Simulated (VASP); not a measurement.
VASP runs on RbLiZnS2 (space group I-4m2) share one base input (PBEsol GGA, plane waves, VASP's PBE PAW potentials (set 64)) and change the settings named in each case.

### KPOINTS
```
Automatic mesh
0
gamma
6 6 6
0 0 0
```

POSCAR:
```
RbLiZnS2
1
   -2.0127350000     2.0127350000     6.8806200000
    2.0127350000    -2.0127350000     6.8806200000
    2.0127350000     2.0127350000    -6.8806200000
Rb Li Zn S
1 1 1 2
Direct
  0.0000000000   0.0000000000   0.0000000000
  0.2500000000   0.7500000000   0.5000000000
  0.7500000000   0.2500000000   0.5000000000
  0.6528600000   0.6528600000   0.0000000000
  0.3471400000   0.3471400000   0.0000000000
```

INCAR:
```
ISIF  =  2
ENCUT  =  400   # plane-wave cut-off (eV)
SYSTEM  =  RbLiZnS2
LASPH  =  T
NELM  =  100
LWAVE  =  F
ALGO  =  Normal
SIGMA  =  0.01
LMAXMIX  =  4
ISMEAR  =  0
EDIFF  =  1E-6
LREAL  =  F   # projection in real space or not
GGA  =  PS   # PBEsol
PREC  =  Accurate
LCHARG  =  F
```

POTCAR, in this order: Rb_sv Li_sv Zn S (PBE.64 set). Program: vasp_std.

| change | E(σ→0) (eV/atom) | pressure (GPa) | gap on the mesh (eV) |
|---|---|---|---|
| base run | -3.8122 | -2.63 | 2.31 |
| GGA removed, POTCAR Rb_sv Li_sv Zn S (LDA.64 set) | -4.0378 | -4.58 | 2.18 |
| KPOINTS 8×8×8 Γ-centred mesh | -3.8124 | -2.64 | 2.31 |
| LDAU = .TRUE., LDAUJ = 0 0 0 0, LDAUL = -1 -1 2 -1, LDAUTYPE = 2, LDAUU = 0 0 4.0 0 | -3.7503 | -3.09 | 2.42 |
 Energies of different potentials or functionals have different zeros.  At 400 eV the pressure can carry a Pulay error.

Left out are runs that ran out of time, are held back, or changed the cell or the kind of run, fixed moments of cells without a moment, rows past the twelfth, gaps on odd meshes, pressures of charged cells and columns that move by less than the noise.

The structure comes from a computed database's RbLiZnS2 entry; how it stands against other phases isn't given here. The cell was not relaxed at this level.
